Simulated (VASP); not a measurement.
Method: AM05 GGA, VASP's PBE PAW potentials (set 64) (plane waves; VASP).

A VASP calculation is set up with these files.

**POSCAR**
```
CrO2
1
    4.3545395036     0.0000000000     0.0000000000
    0.0000000000     4.3545395036     0.0000000000
    0.0000000000     0.0000000000     2.8587307739
Cr O
2 4
Direct
  1.0000000000   0.0000000000   0.0000000000
  0.5000000000   0.5000000000   0.5000000000
  0.3035294787   0.3035294787   0.0000000000
  0.8035294787   0.1964705213   0.5000000000
  0.1964705213   0.8035294787   0.5000000000
  0.6964705213   0.6964705213   0.0000000000
```

**KPOINTS**
```
Automatic
0
Gamma
  7 7 11
```

INCAR:
```
ALGO = Normal
EDIFF = 1E-7
EDIFFG = -0.01
ENCUT = 520
GGA = AM
IBRION = 2
ISIF = 4
ISMEAR = 1
ISPIN = 2
LASPH = .TRUE.
LCHARG = .FALSE.
LMAXMIX = 4
LORBIT = 10
LREAL = .FALSE.
LWAVE = .FALSE.
MAGMOM = 2.1 2.1 -0.1 -0.1 -0.1 -0.1
NELM = 100
NSW = 30
PREC = Accurate
SIGMA = 0.1
SYSTEM = CrO2
```

POTCAR, in this order: Cr_pv O (PBE.64 set). Program: vasp_std.

What VASP printed:

File OUTCAR:
```
 ion  position               nearest neighbor table
   1  0.000  0.000  0.000-   3 1.87   6 1.87   5 1.87   4 1.87   4 1.87   5 1.87
   2  0.500  0.500  0.500-   4 1.87   5 1.87   3 1.87   6 1.87   3 1.87   6 1.87
   3  0.304  0.304  0.000-   1 1.87   2 1.87   2 1.87
   4  0.804  0.196  0.500-   2 1.87   1 1.87   1 1.87
   5  0.196  0.804  0.500-   2 1.87   1 1.87   1 1.87
   6  0.696  0.696  0.000-   1 1.87   2 1.87   2 1.87
  LATTYP: Found a simple tetragonal cell.
 ALAT       =     4.3545395036
 C/A-ratio  =     0.6564943943
 Subroutine PRICEL returns:
 Original cell was already a primitive cell.
 Subroutine GETGRP returns: Found 16 space group operations
The static configuration has the point symmetry D_2h.
 The point group associated with its full space group is D_4h.
The dynamic configuration has the point symmetry D_2h.
The overall configuration has the point symmetry D_2h.
 Subroutine INISYM returns: Found 16 space group operations
 Subroutine IBZKPT returns following result:
 Found     60 irreducible k-points:

 Following reciprocal coordinates:
            Coordinates               Weight
  0.000000  0.000000  0.000000      1.000000
  0.142857  0.000000  0.000000      4.000000
  0.285714  0.000000  0.000000      4.000000
  0.428571  0.000000  0.000000      4.000000
  0.142857  0.142857  0.000000      4.000000
  0.285714  0.142857  0.000000      8.000000
  0.428571  0.142857  0.000000      8.000000
  0.285714  0.285714  0.000000      4.000000
  0.428571  0.285714  0.000000      8.000000
  0.428571  0.428571  0.000000      4.000000
  0.000000  0.000000  0.090909      2.000000
  0.142857  0.000000  0.090909      8.000000
  0.285714  0.000000  0.090909      8.000000
  0.428571  0.000000  0.090909      8.000000
  0.142857  0.142857  0.090909      8.000000
  0.285714  0.142857  0.090909     16.000000
  0.428571  0.142857  0.090909     16.000000
  0.285714  0.285714  0.090909      8.000000
  0.428571  0.285714  0.090909     16.000000
  0.428571  0.428571  0.090909      8.000000
  0.000000  0.000000  0.181818      2.000000
  0.142857  0.000000  0.181818      8.000000
  0.285714  0.000000  0.181818      8.000000
  0.428571  0.000000  0.181818      8.000000
  0.142857  0.142857  0.181818      8.000000
  0.285714  0.142857  0.181818     16.000000
  0.428571  0.142857  0.181818     16.000000
  0.285714  0.285714  0.181818      8.000000
  0.428571  0.285714  0.181818     16.000000
  0.428571  0.428571  0.181818      8.000000
  0.000000  0.000000  0.272727      2.000000
  0.142857  0.000000  0.272727      8.000000
  0.285714  0.000000  0.272727      8.000000
  0.428571  0.000000  0.272727      8.000000
  0.142857  0.142857  0.272727      8.000000
  0.285714  0.142857  0.272727     16.000000
  0.428571  0.142857  0.272727     16.000000
  0.285714  0.285714  0.272727      8.000000
  0.428571  0.285714  0.272727     16.000000
  0.428571  0.428571  0.272727      8.000000
   k-points           NKPTS =     60   k-points in BZ     NKDIM =     60   number of bands    NBANDS=     30
   number of dos      NEDOS =    301   number of ions     NIONS =      6
   total plane-waves  NPLWV =  24576
   dimension x,y,z NGX =    32 NGY =   32 NGZ =   24
   dimension x,y,z NGXF=    64 NGYF=   64 NGZF=   48
   ions per type =               2   4
   PREC   = accura    normal or accurate (medium, high low for compatibility)
   ISTART =      0    job   : 0-new  1-cont  2-samecut
   ICHARG =      2    charge: 1-file 2-atom 10-const
   ISPIN  =      2    spin polarized calculation?
   LNONCOLLINEAR =      F non collinear calculations
   LSORBIT =      F    spin-orbit coupling
...
```

**OSZICAR**
```
       N       E                     dE             d eps       ncg     rms          rms(c)
DAV:   1     0.618911936330E+03    0.61891E+03   -0.26561E+04  7200   0.180E+03
DAV:   2     0.793550182743E+01   -0.61098E+03   -0.57406E+03  7804   0.532E+02
DAV:   3    -0.642733901779E+02   -0.72209E+02   -0.70244E+02  8730   0.176E+02
DAV:   4    -0.662289952051E+02   -0.19556E+01   -0.18660E+01  8418   0.285E+01
DAV:   5    -0.662752366314E+02   -0.46241E-01   -0.46157E-01  8972   0.439E+00    0.454E+01
DAV:   6    -0.579055680826E+02    0.83697E+01   -0.14008E+02  8336   0.102E+02    0.331E+01
DAV:   7    -0.536982942977E+02    0.42073E+01   -0.87234E+01  8618   0.954E+01    0.200E+01
DAV:   8    -0.517463943218E+02    0.19519E+01   -0.65047E+00  8020   0.243E+01    0.647E+00
DAV:   9    -0.515211051513E+02    0.22529E+00   -0.14822E+00  9592   0.108E+01    0.199E+00
DAV:  10    -0.515248987374E+02   -0.37936E-02   -0.14496E-01  7984   0.365E+00    0.112E+00
DAV:  11    -0.515256116520E+02   -0.71291E-03   -0.13610E-02  9636   0.105E+00    0.490E-01
DAV:  12    -0.515250193087E+02    0.59234E-03   -0.32060E-03  9412   0.577E-01    0.205E-01
DAV:  13    -0.515249987568E+02    0.20552E-04   -0.64891E-04  9110   0.257E-01    0.802E-02
DAV:  14    -0.515249740695E+02    0.24687E-04   -0.11677E-04  8948   0.815E-02    0.360E-02
DAV:  15    -0.515249768186E+02   -0.27491E-05   -0.18153E-05  9136   0.324E-02    0.125E-02
DAV:  16    -0.515249774951E+02   -0.67649E-06   -0.16324E-06  8750   0.925E-03    0.578E-03
DAV:  17    -0.515249775359E+02   -0.40834E-07   -0.77066E-07  8176   0.881E-03
   1 F= -.51524978E+02 E0= -.51524647E+02  d E =-.515250E+02  mag=     4.0000
       N       E                     dE             d eps       ncg     rms          rms(c)
DAV:   1    -0.515275932535E+02   -0.26158E-02   -0.97275E-01  7206   0.665E+00    0.532E-01
DAV:   2    -0.515275727383E+02    0.20515E-04   -0.28157E-02  8714   0.131E+00    0.383E-01
DAV:   3    -0.515268032464E+02    0.76949E-03   -0.24441E-03  9360   0.502E-01    0.222E-01
DAV:   4    -0.515265022487E+02    0.30100E-03   -0.14305E-03  9552   0.345E-01    0.140E-01
DAV:   5    -0.515264856314E+02    0.16617E-04   -0.21479E-04  8382   0.143E-01    0.746E-02
DAV:   6    -0.515264802878E+02    0.53435E-05   -0.19711E-05 10226   0.365E-02    0.468E-02
DAV:   7    -0.515264794094E+02    0.87844E-06   -0.51404E-06  9438   0.182E-02    0.144E-02
DAV:   8    -0.515264793706E+02    0.38754E-07   -0.35886E-07  7360   0.502E-03
   2 F= -.51526479E+02 E0= -.51526129E+02  d E =-.150183E-02  mag=     4.0000
       N       E                     dE             d eps       ncg     rms          rms(c)
DAV:   1    -0.515265676851E+02   -0.88276E-04   -0.26010E-02  7212   0.109E+00    0.869E-02
DAV:   2    -0.515265671377E+02    0.54745E-06   -0.75110E-04  8696   0.215E-01    0.631E-02
DAV:   3    -0.515265470682E+02    0.20069E-04   -0.67292E-05  9428   0.845E-02    0.368E-02
DAV:   4    -0.515265383075E+02    0.87608E-05   -0.39085E-05  9472   0.571E-02    0.227E-02
DAV:   5    -0.515265379491E+02    0.35839E-06   -0.56233E-06  8318   0.227E-02    0.121E-02
DAV:   6    -0.515265378141E+02    0.13495E-06   -0.47600E-07  8598   0.549E-03    0.736E-03
DAV:   7    -0.515265377912E+02    0.22927E-07   -0.11901E-07  4476   0.296E-03
   3 F= -.51526538E+02 E0= -.51526191E+02  d E =-.156026E-02  mag=     4.0000
```

### OUTCAR
```
------------------------ aborting loop because EDIFF is reached ----------------------------------------
  FORCE on cell =-STRESS in cart. coord.  units (eV):
  Direction    XX          YY          ZZ          XY          YZ          ZX
  --------------------------------------------------------------------------------------
  Total        2.7549985      2.7549985      2.7801672      0.0000000      0.0000000      0.0000000
  in kB       81.4280840     81.4280840     82.1719839      0.0000000      0.0000000      0.0000000
  external PRESSURE =      81.6760506 kB  Pullay stress =       0.0000000 kB
  volume of cell :       54.21
      direct lattice vectors                 reciprocal lattice vectors
     4.350349651  0.000000000  0.000000000     0.229866581 -0.000000000  0.000000000
     0.000000000  4.350349651  0.000000000     0.000000000  0.229866581  0.000000000
     0.000000000  0.000000000  2.864239953     0.000000000  0.000000000  0.349132760
 POSITION                                       TOTAL-FORCE (eV/Angst)
 -----------------------------------------------------------------------------------
      0.00000      0.00000      0.00000        -0.000000     -0.000000     -0.000000
      2.17517      2.17517      1.43212        -0.000000     -0.000000     -0.000000
      1.31706      1.31706      0.00000         0.001463      0.001463      0.000000
      3.49223      0.85812      1.43212         0.001463     -0.001463     -0.000000
      0.85812      3.49223      1.43212        -0.001463      0.001463     -0.000000
      3.03329      3.03329      0.00000        -0.001463     -0.001463     -0.000000
 -----------------------------------------------------------------------------------
    total drift:                                0.000000      0.000000     -0.000000
  FREE ENERGIE OF THE ION-ELECTRON SYSTEM (eV)
  ---------------------------------------------------
  free  energy   TOTEN  =       -51.5265377912 eV

  energy  without entropy=      -51.5254959607  energy(sigma->0) =      -51.52619051

 total charge

# of ion       s       p       d       tot
------------------------------------------
    1        0.380   6.525   4.126  11.031
    2        0.380   6.525   4.126  11.031
    3        1.570   3.477   0.000   5.048
    4        1.570   3.477   0.000   5.048
    5        1.570   3.477   0.000   5.048
    6        1.570   3.477   0.000   5.048
--------------------------------------------------
tot          7.041  26.958   8.253  42.252

 magnetization (x)

# of ion       s       p       d       tot
------------------------------------------
    1        0.016   0.033   1.992   2.040
    2        0.016   0.033   1.992   2.040
    3       -0.003  -0.053   0.000  -0.056
    4       -0.003  -0.053   0.000  -0.056
    5       -0.003  -0.053   0.000  -0.056
    6       -0.003  -0.053   0.000  -0.056
--------------------------------------------------
tot          0.019  -0.147   3.984   3.856

 reached required accuracy - stopping structural energy minimisation
```
(Selected blocks of OUTCAR.)

### CONTCAR
```
CrO2
   1.00000000000000
     4.3503496514634730    0.0000000000000000    0.0000000000000000
     0.0000000000000000    4.3503496514634730    0.0000000000000000
     0.0000000000000000    0.0000000000000000    2.8642399527405500
  Cr              O
     2     4
Direct
     0.0000000000000000    0.0000000000000000    0.0000000000000000
     0.5000000000000000    0.5000000000000000    0.5000000000000000
     0.3027475673588330    0.3027475673588330    0.0000000000000000
     0.8027475673588330    0.1972524326411670    0.5000000000000000
     0.1972524326411670    0.8027475673588330    0.5000000000000000
     0.6972524326411670    0.6972524326411670    0.0000000000000000
```

OUTCAR:
```
 val. band max:        6.3562297003   @ k =   0.2857   0.2857   0.2727

 cond. band min:       6.3726692144   @ k =   0.2857   0.1429   0.1818


 Fermi energy:         6.3681453372

 spin component 1

 k-point     1 :       0.0000    0.0000    0.0000
  band No.  band energies     occupation
      1     -38.4601      1.00000
      2     -38.4601      1.00000
      3     -38.3096      1.00000
      4     -38.3096      1.00000
      5     -38.2295      1.00000
      6     -38.2111      1.00000
      7     -13.8619      1.00000
      8     -11.9924      1.00000
      9     -11.4233      1.00000
     10     -11.4233      1.00000
     11      -1.8177      1.00000
     12      -1.1995      1.00000
     13      -0.7297      1.00000
     14       0.5145      1.00000
     15       0.5145      1.00000
     16       2.1129      1.00000
     17       2.1129      1.00000
     18       2.6043      1.00000
     19       4.4790      1.00000
     20       4.7351      1.00000
     21       4.9122      1.00000
     22       4.9122      1.00000
     23       4.9377      1.00000
     24       5.1829      1.00000
     25       5.1829      1.00000
     26       5.2355      1.00000
     27       5.5880      1.00000
     28       7.5541     -0.00000
     29       7.6449     -0.00000
     30      10.2334      0.00000

 k-point     2 :       0.1429    0.0000    0.0000
  band No.  band energies     occupation
      1     -38.4590      1.00000
      2     -38.4589      1.00000
      3     -38.3110      1.00000
      4     -38.3109      1.00000
      5     -38.2286      1.00000
      6     -38.2120      1.00000
      7     -13.7736      1.00000
      8     -12.0397      1.00000
      9     -11.5017      1.00000
     10     -11.4420      1.00000
     11      -1.6494      1.00000
     12      -1.1122      1.00000
     13      -0.5718      1.00000
     14       0.5261      1.00000
     15       0.5368      1.00000
     16       1.9020      1.00000
...
```

The compound is CrO2 in the rutile structure. This cell is one point of a volume scan, at 0.97 of the reference volume. Symmetry was kept, so distortions that lower it aren't found.
